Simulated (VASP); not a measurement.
Consider the following.

```
CELL_PARAMETERS angstrom
      7.26301     0.00000     0.00000
      0.00000     7.26301     0.00000
      0.00000     0.00000     7.26301
ATOMIC_POSITIONS crystal
  Cu 0.50000 0.00000 0.00000
  Cu 0.75000 0.25000 0.00000
  Cu 0.75000 0.00000 0.25000
  Cu 0.00000 0.00000 0.00000
  Cu 0.25000 0.25000 0.00000
  Cu 0.50000 0.50000 0.00000
  Cu 0.75000 0.75000 0.00000
  Cu 0.25000 0.00000 0.25000
  Cu 0.50000 0.25000 0.25000
  Cu 0.75000 0.50000 0.25000
  Cu 0.50000 0.00000 0.50000
  Cu 0.75000 0.25000 0.50000
  Cu 0.75000 0.00000 0.75000
  Cu 0.00000 0.50000 0.00000
  Cu 0.25000 0.75000 0.00000
  Cu 0.00000 0.25000 0.25000
  Cu 0.25000 0.50000 0.25000
  Cu 0.50000 0.75000 0.25000
  Cu 0.00000 0.00000 0.50000
  Cu 0.25000 0.25000 0.50000
  Cu 0.50000 0.50000 0.50000
  Cu 0.75000 0.75000 0.50000
  Cu 0.25000 0.00000 0.75000
  Cu 0.50000 0.25000 0.75000
  Cu 0.75000 0.50000 0.75000
  Cu 0.00000 0.75000 0.25000
  Cu 0.00000 0.50000 0.50000
  Cu 0.25000 0.75000 0.50000
  Cu 0.00000 0.25000 0.75000
  Cu 0.25000 0.50000 0.75000
  Cu 0.50000 0.75000 0.75000
  Cu 0.00000 0.75000 0.75000
```

All values below come from PBE GGA, VASP's PBE PAW potentials (set 64) (plane waves; VASP). Settings: PREC = Normal, LREAL = Auto, 400 eV cut-off, 3×3×3 Γ-centred mesh, first-order Methfessel-Paxton smearing of 0.10 eV, potentials Cu.

Q: What does the run give for the energy per atom (σ→0)?

A: 
```yaml
energy per atom (σ→0): -3.724 eV/atom
```

The absolute energy has meaning only against runs of the same code, potentials and settings.

The cell is a supercell, built from Cu (fcc).
